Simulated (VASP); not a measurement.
# HfIn2Se5 (P-3m1) in VASP: notebook

Runs on HfIn2Se5. Level: PBE. Tasks: relaxation of cell and atoms.

All numbers are computed with VASP 6.6.1; they aren't measurements. Logs are shortened: lines on timing, memory, paths and dates and some standing lists are left out, and cuts for length are marked.

## 1. The crystal as given

The structure is trigonal, space group P-3m1 (No. 164). The conventional cell has a = 3.942 Å, b = 3.942 Å, c = 16.409 Å, α = 90.00°, β = 90.00°, γ = 120.00°. Hf (site symmetry -3m) is surrounded by 6 Se at 2.72 Å. In (site symmetry 3m) has 6 Se at 2.66 to 2.97 Å as nearest neighbours. Se (site symmetry 3m) has 3 Hf at 2.72 Å as nearest neighbours. Around Se (site symmetry 3m) lie 3 In at 2.66 Å. Se (site symmetry -3m) has 6 In at 2.97 Å as nearest neighbours.

The cell was built by a generator and needn't be a form met in nature.

## 2. Relaxation of cell and atoms, PBE

Contents of INCAR:

```
PREC = Accurate
ENCUT = 520
EDIFF = 1E-6
ISMEAR = 0
SIGMA = 0.1
LREAL = F
LASPH = T
NELM = 120
ALGO = Normal
ISIF = 3
LWAVE = F
LCHARG = F
GGA = PE
IBRION = 2
NSW = 90
EDIFFG = -0.01
KPAR = 4
```

Contents of KPOINTS:

```
Automatic mesh
0
Gamma
  10 10 2
```

Contents of POSCAR:

```
HfIn2Se5
1.0
    3.9420553600      0.0000000000      0.0000000000
   -1.9710276800      3.4139200900      0.0000000000
    0.0000000000      0.0000000000     16.4090000000
Hf In Se
1 2 5
Direct
    0.0000000000      0.0000000000      0.0000000000
    0.3333333300      0.6666666700      0.3838137600
    0.6666666700      0.3333333300      0.6161862400
    0.6666666700      0.3333333300      0.9093180600
    0.3333333300      0.6666666700      0.0906819400
    0.6666666700      0.3333333300      0.2994088600
    0.3333333300      0.6666666700      0.7005911400
    0.0000000000      0.0000000000      0.5000000000
```

Potentials or basis: VASP PAW PBE potentials, release 64 (Hf_pv, In_d, Se).

Launch:

```bash
cat potpaw_PBE.64/Hf_pv/POTCAR potpaw_PBE.64/In_d/POTCAR potpaw_PBE.64/Se/POTCAR > POTCAR
mpirun -np 4 vasp_std > vasp.out
```

OUTCAR:

```text
PREC = Accurate
   ENCUT = 520
   EDIFF = 1E-6
   ISMEAR = 0
   LREAL = F
   LASPH = T
   NELM = 120
   ISIF = 3
   GGA = PE
   IBRION = 2
   NSW = 90
   EDIFFG = -0.01

 ion  position               nearest neighbor table
   1  0.000  0.000  0.000-   4 2.72   5 2.72   4 2.72   5 2.72   4 2.72   5 2.72
   2  0.333  0.667  0.384-   6 2.66   6 2.66   6 2.66   8 2.97   8 2.97   8 2.97
   3  0.667  0.333  0.616-   7 2.66   7 2.66   7 2.66   8 2.97   8 2.97   8 2.97
   4  0.667  0.333  0.909-   1 2.72   1 2.72   1 2.72
   5  0.333  0.667  0.091-   1 2.72   1 2.72   1 2.72
   6  0.667  0.333  0.299-   2 2.66   2 2.66   2 2.66
   7  0.333  0.667  0.701-   3 2.66   3 2.66   3 2.66
   8  0.000  0.000  0.500-   2 2.97   3 2.97   3 2.97   2 2.97   3 2.97   2 2.97

  LATTYP: Found a hexagonal cell.
 ALAT       =     3.9420553600
 C/A-ratio  =     4.1625493560

  Lattice vectors:

 A1 = (   3.9420553600,   0.0000000000,   0.0000000000)
 A2 = (  -1.9710276800,   3.4139200900,   0.0000000000)
 A3 = (   0.0000000000,   0.0000000000,  16.4090000000)

Analysis of symmetry for initial positions (statically):
=====================================================================
 Subroutine PRICEL returns:
 Original cell was already a primitive cell.

 Routine SETGRP: Setting up the symmetry group for a
 hexagonal supercell.

 Subroutine GETGRP returns: Found 12 space group operations
 (whereof 12 operations were pure point group operations)
 out of a pool of 24 trial point group operations.

The static configuration has the point symmetry D_3d.

Analysis of symmetry for dynamics (positions and initial velocities):
=====================================================================
 Subroutine PRICEL returns:
 Original cell was already a primitive cell.

 Routine SETGRP: Setting up the symmetry group for a
 hexagonal supercell.

 Subroutine GETGRP returns: Found 12 space group operations
 (whereof 12 operations were pure point group operations)
 out of a pool of 24 trial point group operations.

The dynamic configuration has the point symmetry D_3d.

 Subroutine INISYM returns: Found 12 space group operations
 (whereof 12 operations are pure point group operations),
 and found     1 'primitive' translations

----------------------------------------------------------------------------------------

                                     Primitive cell

  volume of cell :     220.8301

  direct lattice vectors                    reciprocal lattice vectors
     3.942055360  0.000000000  0.000000000     0.253674773  0.146459198  0.000000000
    -1.971027680  3.413920090  0.000000000     0.000000000  0.292918397  0.000000000
     0.000000000  0.000000000 16.409000000     0.000000000  0.000000000  0.060942166

  length of vectors
     3.942055360  3.942055364 16.409000000     0.292918397  0.292918397  0.060942166

  position of ions in fractional coordinates (direct lattice)
     0.000000000  0.000000000  0.000000000
     0.333333330  0.666666670  0.383813760
     0.666666670  0.333333330  0.616186240
     0.666666670  0.333333330  0.909318060
     0.333333330  0.666666670  0.090681940
     0.666666670  0.333333330  0.299408860
     0.333333330  0.666666670  0.700591140
     0.000000000  0.000000000  0.500000000

  ion indices of the primitive-cell ions
   primitive index   ion index
                 1           1
                 2           2
                 3           3
                 4           4
                 5           5
                 6           6
                 7           7
                 8           8

----------------------------------------------------------------------------------------

 KPOINTS: Automatic mesh

Automatic generation of k-mesh.
 Grid dimensions read from file:
 generate k-points for:   10   10    2

 Generating k-lattice:

  Cartesian coordinates                     Fractional coordinates (reciprocal lattice)
     0.025367477  0.014645920  0.000000000     0.100000000 -0.000000000  0.000000000
     0.000000000  0.029291840  0.000000000     0.000000000  0.100000000  0.000000000
     0.000000000  0.000000000  0.030471083     0.000000000  0.000000000  0.500000000

  Length of vectors
     0.029291840  0.029291840  0.030471083

  Shift w.r.t. Gamma in fractional coordinates (k-lattice)
     0.000000000  0.000000000  0.000000000

 Subroutine IBZKPT returns following result:
 ===========================================

 Found     28 irreducible k-points:

 Following reciprocal coordinates:
            Coordinates               Weight
  0.000000  0.000000  0.000000      1.000000
  0.100000  0.000000  0.000000      6.000000
  0.200000  0.000000  0.000000      6.000000
  0.300000 -0.000000  0.000000      6.000000
  0.400000  0.000000  0.000000      6.000000
  0.500000  0.000000  0.000000      3.000000
[... 16 lines left out ...]
  0.300000  0.100000  0.500000     12.000000
  0.400000  0.100000  0.500000     12.000000
 [... further k-points ...]
[... 18 lines left out ...]
   EDIFF  = 0.1E-05   stopping-criterion for ELM
   LREAL  =      F    real-space projection
   EDIFFG = -.1E-01   stopping-criterion for IOM
   NSW    =     90    number of steps for IOM
   IBRION =      2    ionic relax: 0-MD 1-quasi-New 2-CG
   NFREE  =      1    steps in history (QN), initial steepest desc. (CG)
   ISIF   =      3    stress and relaxation
   ISYM   =      2    0-nonsym 1-usesym 2-fastsym
   POTIM  = 0.5000    time-step for ionic-motion
   TEBEG  =    0.0;   TEEND  =   0.0 temperature during run
   PSTRESS=    0.0 pullay stress
   NELECT =      66.0000    total number of electrons
   NUPDOWN=      -1.0000    fix difference up-down
   EMIN   =  10.00;   EMAX   =-10.00  energy-range for DOS
   EFERMI =   0.00;   METHOD = LEGACY
   ISMEAR =     0;   SIGMA  =   0.10  broadening in eV -4-tet -1-fermi 0-gaus
   EFERMI_NEDOS =   21; number of points for ismear=-14 and -15
   IALGO  =     38    algorithm
   IMIX   =      4    mixing-type and parameters
     AMIX     =   0.40;   BMIX     =  1.00
     AMIX_MAG =   1.60;   BMIX_MAG =  1.00
  volume/ion in A,a.u.               =      27.60       186.28
  Fermi-wavevector in a.u.,A,eV,Ry     =   1.094553  2.068405 16.300405  1.198046
  Thomas-Fermi vector in A             =   2.230860
   LORBIT       =      0    0 simple, 1 ext, 2 COOP (PROOUT), +10 PAW based schemes
   GGA     = PE    functional components
   LHFCALC =     F    Hartree Fock is set to
   AEXX    =    0.0000 exact exchange contribution
   IVDW    =     0    specifies the selected vdW correction
   LEPSILON=     F    determine dielectric tensor
   LRPA    =     F    only Hartree local field effects (RPA)
 conjugate gradient relaxation of ions
 non-spin polarized calculation
 Gauss-broadening in eV      SIGMA  =   0.10
  energy-cutoff  :      520.00
  volume of cell :      220.83
 maximum number of plane-waves:      6014
 NGX is ok and might be reduce to    30
   NGX = 15   NGY = 15   NGZ = 61

--------------------------------------- Ionic step        1  -------------------------------------------

 number of electron      65.9999993 magnetization

 Free energy of the ion-electron system (eV)
  ---------------------------------------------------
  ext. energy  EPLUGINS =         0.00000000
  ---------------------------------------------------
  free energy    TOTEN  =       -38.85157067 eV

  energy without entropy =      -38.85054753  energy(sigma->0) =      -38.85105910

------------------------ aborting loop because EDIFF is reached ----------------------------------------

  FORCE on cell =-STRESS in cart. coord.  units (eV):
  Direction    XX          YY          ZZ          XY          YZ          ZX
  --------------------------------------------------------------------------------------
  -------------------------------------------------------------------------------------
  Total       -0.8758036     -0.8758036      0.1859584      0.0000000      0.0000000      0.0000000
  in kB       -6.3541745     -6.3541745      1.3491748      0.0000000      0.0000000      0.0000000
  external PRESSURE =      -3.7863914 kB  Pullay stress =       0.0000000 kB
[... 107 lines left out ...]
  FREE ENERGIE OF THE ION-ELECTRON SYSTEM (eV)
  ---------------------------------------------------
  free  energy   TOTEN  =       -38.8560681877 eV

  energy  without entropy=      -38.8551642171  energy(sigma->0) =      -38.85561620

[... ionic steps 4 to 35 ...]

--------------------------------------- Ionic step       36  -------------------------------------------

 number of electron      66.0000015 magnetization

------------------------ aborting loop because EDIFF is reached ----------------------------------------
[... 79 lines left out ...]
--------------------------------------- Ionic step       38  -------------------------------------------

 number of electron      66.0000015 magnetization

 Free energy of the ion-electron system (eV)
  ---------------------------------------------------
  ext. energy  EPLUGINS =         0.00000000
  ---------------------------------------------------
  free energy    TOTEN  =       -38.87378324 eV

  energy without entropy =      -38.87308252  energy(sigma->0) =      -38.87343288

 E-fermi :   2.6641     XC(G=0):  -8.7976

 val. band max:        2.5503095730   @ k =   0.0000   0.0000   0.0000
 cond. band min:       2.7889512663   @ k =   0.5000   0.0000   0.0000
 fundamental gap:      0.2386416933
 Fermi energy:         2.6640737178

 k-point     1 :       0.0000    0.0000    0.0000
  band No.  band energies     occupation
      1     -28.7316      2.00000
      2     -28.6599      2.00000
      3     -28.6599      2.00000
      4     -11.5310      2.00000
      5     -11.5310      2.00000
      6     -11.5198      2.00000
[... 997 lines left out ...]
     38       5.5535      0.00000
     39       6.6623      0.00000

 [... further k-points ...]

------------------------ aborting loop because EDIFF is reached ----------------------------------------

  FORCE on cell =-STRESS in cart. coord.  units (eV):
  Direction    XX          YY          ZZ          XY          YZ          ZX
  --------------------------------------------------------------------------------------
  -------------------------------------------------------------------------------------
  Total        0.0134250      0.0134250      0.0276183     -0.0000000      0.0000000     -0.0000000
  in kB        0.0932963      0.0932963      0.1919317     -0.0000000      0.0000000     -0.0000000
  external PRESSURE =       0.1261747 kB  Pullay stress =       0.0000000 kB
[... 23 lines left out ...]
  FREE ENERGIE OF THE ION-ELECTRON SYSTEM (eV)
  ---------------------------------------------------
  free  energy   TOTEN  =       -38.8737832418 eV

  energy  without entropy=      -38.8730825231  energy(sigma->0) =      -38.87343288

 reached required accuracy - stopping structural energy minimisation
```

Run time: 24 min. Hardware: 4 MPI ranks of Intel Xeon Platinum 8488C (Sapphire Rapids), shared host; peak memory 0.5 GiB.

Results:

* Free energy: -38.8738 eV
* Relaxed volume: 28.82 Å³/atom
* Relaxed cell: a = 3.917 Å, b = 3.917 Å, c = 17.353 Å, α = 90.00°, β = 90.00°, γ = 120.00°
* Space group after relaxing (to 0.05 Å): P-3m1 (No. 164)
* Energy gained by relaxing: 2.8 meV/atom
* Ionic steps: 38
* Pressure after relaxing: 0.0 GPa
* Largest force after relaxing: 0.008 eV/Å
* Band gap on the k mesh: 0.24 eV, indirect (least direct gap 0.63 eV)

Forces in eV/Å, atoms in the order of the input:
```
Hf   0.000  0.000  0.000
In   0.000  0.000 -0.008
In   0.000  0.000  0.008
Se   0.000  0.000  0.008
Se   0.000  0.000 -0.008
Se   0.000  0.000  0.005
Se   0.000  0.000 -0.005
Se   0.000  0.000  0.000
```

Step by step:
| step | energy change (eV) | largest force (eV/Å) | pressure (GPa) | volume (Å³) |
| --- | --- | --- | --- | --- |
| 1 | 0.0000 | 0.0785 | -0.38 | 220.83 |
| 2 | -0.0044 | 0.0896 | 0.28 | 218.75 |
| 3 | -0.0045 | 0.0821 | 0.20 | 219.00 |
| 4 | -0.0069 | 0.0500 | 0.08 | 219.33 |
| 5 | -0.0073 | 0.0602 | 0.01 | 219.53 |
| 6 | -0.0073 | 0.0580 | 0.02 | 219.52 |
| 7 | -0.0079 | 0.0602 | 0.01 | 219.67 |
| 8 | -0.0095 | 0.0640 | -0.01 | 220.14 |
| 9 | -0.0116 | 0.0722 | -0.03 | 221.07 |
| 10 | -0.0113 | 0.1904 | -0.06 | 222.93 |
| 11 | -0.0122 | 0.1209 | -0.04 | 221.92 |
| 12 | -0.0127 | 0.1140 | -0.01 | 221.99 |
| 13 | -0.0138 | 0.0913 | 0.08 | 222.19 |
| 14 | -0.0150 | 0.0442 | 0.25 | 222.61 |
| 15 | -0.0152 | 0.0422 | 0.33 | 222.78 |
| 16 | -0.0160 | 0.0443 | 0.28 | 223.30 |
| 17 | -0.0178 | 0.0598 | 0.14 | 224.87 |
| 18 | -0.0185 | 0.1161 | -0.12 | 228.01 |
| 19 | -0.0187 | 0.0989 | -0.05 | 227.06 |
| 20 | -0.0196 | 0.0838 | -0.05 | 227.52 |
| 21 | -0.0214 | 0.0372 | -0.05 | 228.90 |
| 22 | -0.0209 | 0.0843 | -0.05 | 231.65 |
| 23 | -0.0219 | 0.0321 | -0.05 | 230.06 |
| 24 | -0.0219 | 0.0290 | -0.05 | 229.96 |
| 25 | -0.0219 | 0.0213 | 0.05 | 229.83 |
| 26 | -0.0220 | 0.0172 | 0.03 | 229.86 |
| 27 | -0.0220 | 0.0118 | 0.03 | 229.96 |
| 28 | -0.0221 | 0.0202 | 0.01 | 230.22 |
| 29 | -0.0221 | 0.0131 | -0.03 | 230.44 |
| 30 | -0.0221 | 0.0161 | -0.04 | 230.50 |
| 31 | -0.0222 | 0.0136 | -0.02 | 230.50 |
| 32 | -0.0222 | 0.0139 | 0.02 | 230.49 |
| 33 | -0.0222 | 0.0111 | 0.01 | 230.49 |
| 34 | -0.0222 | 0.0109 | -0.01 | 230.50 |
| 35 | -0.0222 | 0.0107 | 0.01 | 230.49 |
| 36 | -0.0222 | 0.0120 | 0.01 | 230.49 |
| 37 | -0.0222 | 0.0120 | 0.01 | 230.49 |
| 38 | -0.0222 | 0.0084 | 0.01 | 230.55 |

Final structure:
```yaml
crystal:
  lattice:
    - [3.91679, 0.00000, 0.00000]
    - [-1.95839, 3.39204, 0.00000]
    - [0.00000, 0.00000, 17.35284]
  atoms:
    - { symbol: Hf, position: [0.00000, 0.00000, 0.00000] }
    - { symbol: In, position: [0.33333, 0.66667, 0.39037] }
    - { symbol: In, position: [0.66667, 0.33333, 0.60963] }
    - { symbol: Se, position: [0.66667, 0.33333, 0.91316] }
    - { symbol: Se, position: [0.33333, 0.66667, 0.08684] }
    - { symbol: Se, position: [0.66667, 0.33333, 0.31019] }
    - { symbol: Se, position: [0.33333, 0.66667, 0.68981] }
    - { symbol: Se, position: [0.00000, 0.00000, 0.50000] }
```

Caveat: spin-orbit coupling is left out, which moves the levels of the heavy elements; this functional lacks dispersion, which binds the layers, so the pressure and a relaxed spacing across them are unreliable. A k mesh can miss the band edges.

## 3. Relaxation of cell and atoms, PBE

This run uses another cell than the first one, of 28.82 Å³/atom, 1.044 times its volume.

Contents of INCAR:

```
PREC = Accurate
ENCUT = 520
EDIFF = 1E-7
ISMEAR = 0
SIGMA = 0.1
LREAL = F
LASPH = T
NELM = 120
ALGO = Normal
ISIF = 3
LWAVE = F
LCHARG = F
GGA = PE
IBRION = 2
NSW = 60
EDIFFG = -0.005
POTIM = 0.3
KPAR = 4
```

KPOINTS is that of step 2.

Contents of POSCAR:

```
HfIn2Se5                                
1.0
    3.9167880292     -0.0000000000     -0.0000000000
   -1.9583940146      3.3920379396     -0.0000000000
   -0.0000000000     -0.0000000000     17.3528378724
  Hf              In              Se            
     1     2     5
Direct
     0.0000000000000000    0.0000000000000000    0.0000000000000000
     0.3333333300000021    0.6666666699999979    0.3903744025196886
     0.6666666699999979    0.3333333300000021    0.6096255974803111
     0.6666666699999979    0.3333333300000021    0.9131621245236712
     0.3333333300000021    0.6666666699999979    0.0868378754763288
     0.6666666699999979    0.3333333300000021    0.3101904562374853
     0.3333333300000021    0.6666666699999979    0.6898095437625150
     0.0000000000000000    0.0000000000000000    0.5000000000000000
```

Potentials or basis: VASP PAW PBE potentials, release 64 (Hf_pv, In_d, Se).

Launch:

```bash
cat potpaw_PBE.64/Hf_pv/POTCAR potpaw_PBE.64/In_d/POTCAR potpaw_PBE.64/Se/POTCAR > POTCAR
mpirun -np 4 vasp_std > vasp.out
```

Run time: 14 min. Hardware: 4 MPI ranks of Intel Xeon Platinum 8488C (Sapphire Rapids), shared host; peak memory 0.53 GiB.

It converged, with:

```
Free energy                            : -38.8754 eV
Relaxed volume                         : 29.11 Å³/atom
Relaxed cell                           : a = 3.917 Å, b = 3.917 Å, c = 17.526 Å, α = 90.00°, β = 90.00°, γ = 120.00°
Space group after relaxing (to 0.05 Å) : P-3m1 (No. 164)
Energy gained by relaxing              : 0.0 meV/atom
Ionic steps                            : 19
Pressure after relaxing                : 0.0 GPa
Largest force after relaxing           : 0.004 eV/Å
Band gap on the k mesh                 : 0.24 eV, indirect (least direct gap 0.63 eV)
```

Forces on the atoms (eV/Å):
```
Hf   0.000  0.000  0.000
In   0.000  0.000  0.003
In   0.000  0.000 -0.003
Se   0.000  0.000 -0.003
Se   0.000  0.000  0.003
Se   0.000  0.000 -0.004
Se   0.000  0.000  0.004
Se   0.000  0.000  0.000
```

Step by step:
| step | energy change (eV) | largest force (eV/Å) | pressure (GPa) | volume (Å³) |
| --- | --- | --- | --- | --- |
| 1 | 0.0000 | 0.0090 | 0.02 | 230.55 |
| 2 | 0.0000 | 0.0087 | 0.01 | 230.60 |
| 3 | 0.0000 | 0.0097 | -0.01 | 230.75 |
| 4 | 0.0000 | 0.0057 | 0.00 | 230.74 |
| 5 | 0.0000 | 0.0073 | 0.01 | 230.73 |
| 6 | 0.0000 | 0.0083 | 0.01 | 230.73 |
| 7 | 0.0000 | 0.0071 | 0.01 | 230.73 |
| 8 | 0.0000 | 0.0057 | 0.01 | 230.77 |
| 9 | -0.0001 | 0.0070 | 0.00 | 230.86 |
| 10 | -0.0001 | 0.0071 | 0.00 | 230.90 |
| 11 | -0.0001 | 0.0075 | 0.00 | 231.01 |
| 12 | -0.0001 | 0.0081 | 0.00 | 231.23 |
| 13 | -0.0001 | 0.0097 | 0.01 | 231.66 |
| 14 | -0.0001 | 0.0095 | 0.00 | 231.69 |
| 15 | -0.0002 | 0.0092 | 0.00 | 231.77 |
| 16 | -0.0002 | 0.0084 | 0.00 | 231.93 |
| 17 | -0.0002 | 0.0066 | -0.01 | 232.26 |
| 18 | -0.0003 | 0.0050 | -0.02 | 232.91 |
| 19 | -0.0003 | 0.0040 | 0.01 | 232.91 |

Final structure:
```cif
data_structure
_symmetry_space_group_name_H-M 'P 1'
_symmetry_Int_Tables_number 1
_cell_length_a 3.9173
_cell_length_b 3.9173
_cell_length_c 17.5259
_cell_angle_alpha 90.000
_cell_angle_beta 90.000
_cell_angle_gamma 120.000
_cell_volume 232.91
loop_
_atom_site_label
_atom_site_type_symbol
_atom_site_fract_x
_atom_site_fract_y
_atom_site_fract_z
_atom_site_occupancy
Hf1 Hf 0.00000 0.00000 0.00000 1
In1 In 0.33333 0.66667 0.39139 1
In2 In 0.66667 0.33333 0.60861 1
Se1 Se 0.66667 0.33333 0.91410 1
Se2 Se 0.33333 0.66667 0.08590 1
Se3 Se 0.66667 0.33333 0.31207 1
Se4 Se 0.33333 0.66667 0.68793 1
Se5 Se 0.00000 0.00000 0.50000 1
```

Levels at points of the mesh, in eV from the valence-band top:
| k point | band 29 | band 30 | band 31 | band 32 | band 33 | band 34 | band 35 | band 36 | band 37 | band 38 |
| --- | --- | --- | --- | --- | --- | --- | --- | --- | --- | --- |
| (0.00, 0.00, 0.00) | -0.22 | -0.13 | -0.13 | 0.00 | 0.00 | 1.33 | 1.59 | 1.59 | 2.17 | 2.85 |
| (0.50, 0.00, 0.00) | -1.29 | -1.25 | -1.16 | -0.55 | -0.39 | 0.24 | 1.07 | 2.58 | 2.97 | 3.03 |
| (0.00, 0.00, 0.50) | -0.22 | -0.13 | -0.13 | 0.00 | 0.00 | 1.46 | 1.59 | 1.59 | 2.14 | 2.80 |
| (0.50, 0.00, 0.50) | -1.30 | -1.19 | -1.15 | -0.60 | -0.39 | 0.24 | 1.07 | 2.58 | 2.98 | 3.03 |

Caveat: spin-orbit coupling is left out, which moves the levels of the heavy elements; this functional lacks dispersion, which binds the layers, so the pressure and a relaxed spacing across them are unreliable. A k mesh can miss the band edges.
